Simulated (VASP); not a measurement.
All values below come from PBE GGA, VASP's PBE PAW potentials (set 64) (plane waves; VASP).

The input files of a VASP run:

INCAR:
```
! general
SYSTEM  = WS
PREC    = Accurate
ENCUT   = 400
LREAL   = .FALSE.
LASPH   = .TRUE.

! electronic loop
EDIFF   = 1E-7
NELM    = 100
ALGO    = Normal
LMAXMIX = 6

! smearing
ISMEAR  = -5

! functional
GGA     = PE

! ions
ISIF    = 2

! output
LWAVE   = .FALSE.
LCHARG  = .TRUE.
LORBIT  = 11
NEDOS   = 601
```

**POSCAR**
```
WS
1
    0.0000000000     2.6684689396     2.6684689396
    2.6684689396     0.0000000000     2.6684689396
    2.6684689396     2.6684689396     0.0000000000
W S
1 1
Direct
  0.0000000000   0.0000000000   0.0000000000
  0.2500000000   0.2500000000   0.2500000000
```

**KPOINTS**
```
Automatic mesh
0
Gamma
13 13 13
0 0 0
```

POTCAR, in this order: W_sv S (PBE.64 set). Program: vasp_std.

Output

### OUTCAR
```
 ion  position               nearest neighbor table
   1  0.000  0.000  0.000-   2 2.31   2 2.31   2 2.31   2 2.31
   2  0.250  0.250  0.250-   1 2.31   1 2.31   1 2.31   1 2.31
  LATTYP: Found a face centered cubic cell.
 ALAT       =     5.3369378792
 Subroutine PRICEL returns:
 Original cell was already a primitive cell.
 Subroutine GETGRP returns: Found 24 space group operations
The static configuration has the point symmetry T_d .
The dynamic configuration has the point symmetry T_d .
 Subroutine INISYM returns: Found 24 space group operations
 Subroutine IBZKPT returns following result:
 Found     84 irreducible k-points:

 Following reciprocal coordinates:
            Coordinates               Weight
  0.000000  0.000000  0.000000      1.000000
  0.076923  0.000000  0.000000      8.000000
  0.153846  0.000000  0.000000      8.000000
  0.230769  0.000000  0.000000      8.000000
  0.307692  0.000000  0.000000      8.000000
  0.384615  0.000000  0.000000      8.000000
  0.461538  0.000000  0.000000      8.000000
  0.076923  0.076923  0.000000      6.000000
  0.153846  0.076923  0.000000     24.000000
  0.230769  0.076923  0.000000     24.000000
  0.307692  0.076923  0.000000     24.000000
  0.384615  0.076923  0.000000     24.000000
  0.461538  0.076923  0.000000     24.000000
 -0.461538  0.076923  0.000000     24.000000
 -0.384615  0.076923  0.000000     24.000000
 -0.307692  0.076923  0.000000     24.000000
 -0.230769  0.076923  0.000000     24.000000
 -0.153846  0.076923  0.000000     24.000000
 -0.076923  0.076923  0.000000     12.000000
  0.153846  0.153846  0.000000      6.000000
  0.230769  0.153846  0.000000     24.000000
  0.307692  0.153846  0.000000     24.000000
  0.384615  0.153846  0.000000     24.000000
  0.461538  0.153846  0.000000     24.000000
 -0.461538  0.153846  0.000000     24.000000
 -0.384615  0.153846  0.000000     24.000000
 -0.307692  0.153846  0.000000     24.000000
 -0.230769  0.153846  0.000000     24.000000
 -0.153846  0.153846  0.000000     12.000000
  0.230769  0.230769  0.000000      6.000000
  0.307692  0.230769  0.000000     24.000000
  0.384615  0.230769  0.000000     24.000000
  0.461538  0.230769  0.000000     24.000000
 -0.461538  0.230769  0.000000     24.000000
 -0.384615  0.230769  0.000000     24.000000
 -0.307692  0.230769  0.000000     24.000000
 -0.230769  0.230769  0.000000     12.000000
  0.307692  0.307692  0.000000      6.000000
  0.384615  0.307692  0.000000     24.000000
  0.461538  0.307692  0.000000     24.000000
   k-points           NKPTS =     84   k-points in BZ     NKDIM =     84   number of bands    NBANDS=     14
   number of dos      NEDOS =    601   number of ions     NIONS =      2
   total plane-waves  NPLWV =  21952
   dimension x,y,z NGX =    28 NGY =   28 NGZ =   28
   dimension x,y,z NGXF=    56 NGYF=   56 NGZF=   56
   ions per type =               1   1
   PREC   = accura    normal or accurate (medium, high low for compatibility)
   ISTART =      0    job   : 0-new  1-cont  2-samecut
   ICHARG =      2    charge: 1-file 2-atom 10-const
   ISPIN  =      1    spin polarized calculation?
   LNONCOLLINEAR =      F non collinear calculations
   LSORBIT =      F    spin-orbit coupling
   INIWAV =      1    electr: 0-lowe 1-rand  2-diag
   ENCUT  =  400.0 eV  29.40 Ry    5.42 a.u.   6.15  6.15  6.15*2*pi/ulx,y,z
   NELM   =    100;   NELMIN=  2; NELMDL= -5     # of ELM steps
   EDIFF  = 0.1E-06   stopping-criterion for ELM
   LREAL  =      F    real-space projection
   NLSPLINE    = F    spline interpolate recip. space projectors
   LMAXMIX     =    6 max onsite mixed and CHGCAR
...
```

OSZICAR:
```
       N       E                     dE             d eps       ncg     rms          rms(c)
DAV:   1     0.125920593167E+03    0.12592E+03   -0.93241E+03  2352   0.122E+03
DAV:   2    -0.118850033585E+02   -0.13781E+03   -0.13579E+03  2886   0.330E+02
DAV:   3    -0.167364089292E+02   -0.48514E+01   -0.47917E+01  2940   0.603E+01
DAV:   4    -0.167929590298E+02   -0.56550E-01   -0.56431E-01  2730   0.717E+00
DAV:   5    -0.167938918161E+02   -0.93279E-03   -0.93061E-03  3036   0.943E-01    0.209E+01
DAV:   6    -0.161311879261E+02    0.66270E+00   -0.28131E+00  2664   0.134E+01    0.882E+00
DAV:   7    -0.161079303865E+02    0.23258E-01   -0.61030E-02  2694   0.222E+00    0.457E+00
DAV:   8    -0.160997567507E+02    0.81736E-02   -0.11466E-02  2934   0.981E-01    0.461E-01
DAV:   9    -0.160997485546E+02    0.81961E-05   -0.37013E-04  2730   0.173E-01    0.185E-01
DAV:  10    -0.160998228727E+02   -0.74318E-04   -0.67890E-05  2718   0.690E-02    0.365E-02
DAV:  11    -0.160998239294E+02   -0.10567E-05   -0.23419E-06  2942   0.115E-02    0.355E-03
DAV:  12    -0.160998242291E+02   -0.29975E-06   -0.68247E-07  2730   0.549E-03    0.147E-03
DAV:  13    -0.160998240279E+02    0.20127E-06   -0.47390E-08  2034   0.186E-03    0.167E-03
DAV:  14    -0.160998240478E+02   -0.19965E-07   -0.28015E-09  1368   0.482E-04
   1 F= -.16099824E+02 E0= -.16099824E+02  d E =0.000000E+00
```

### OUTCAR
```
------------------------ aborting loop because EDIFF is reached ----------------------------------------
  FORCE on cell =-STRESS in cart. coord.  units (eV):
  Direction    XX          YY          ZZ          XY          YZ          ZX
  --------------------------------------------------------------------------------------
  Total       -0.0261257     -0.0261257     -0.0261257      0.0000000      0.0000000     -0.0000000
  in kB       -1.1014414     -1.1014414     -1.1014414      0.0000000      0.0000000     -0.0000000
  external PRESSURE =      -1.1014414 kB  Pullay stress =       0.0000000 kB
  volume of cell :       38.00
      direct lattice vectors                 reciprocal lattice vectors
     0.000000000  2.668468940  2.668468940    -0.187373363  0.187373363  0.187373363
     2.668468940  0.000000000  2.668468940     0.187373363 -0.187373363  0.187373363
     2.668468940  2.668468940  0.000000000     0.187373363  0.187373363 -0.187373363
 POSITION                                       TOTAL-FORCE (eV/Angst)
 -----------------------------------------------------------------------------------
      0.00000      0.00000      0.00000         0.000000      0.000000      0.000000
      1.33423      1.33423      1.33423        -0.000000     -0.000000     -0.000000
 -----------------------------------------------------------------------------------
    total drift:                               -0.000000     -0.000000     -0.000000
  FREE ENERGIE OF THE ION-ELECTRON SYSTEM (eV)
  ---------------------------------------------------
  free  energy   TOTEN  =       -16.0998240478 eV

  energy  without entropy=      -16.0998240478  energy(sigma->0) =      -16.09982405

 total charge

# of ion       s       p       d       tot
------------------------------------------
    1        2.320   6.206   3.588  12.114
    2        1.301   2.421   0.000   3.722
--------------------------------------------------
tot          3.621   8.627   3.588  15.836
```
(Selected blocks of OUTCAR.)

For a metal the tetrahedron method with Blöchl corrections gives inexact stress and forces.

The structure was generated: WS was put into the zinc blende type (F-43m), which need not be its known phase. It was relaxed first, which changed the volume by -35 %.
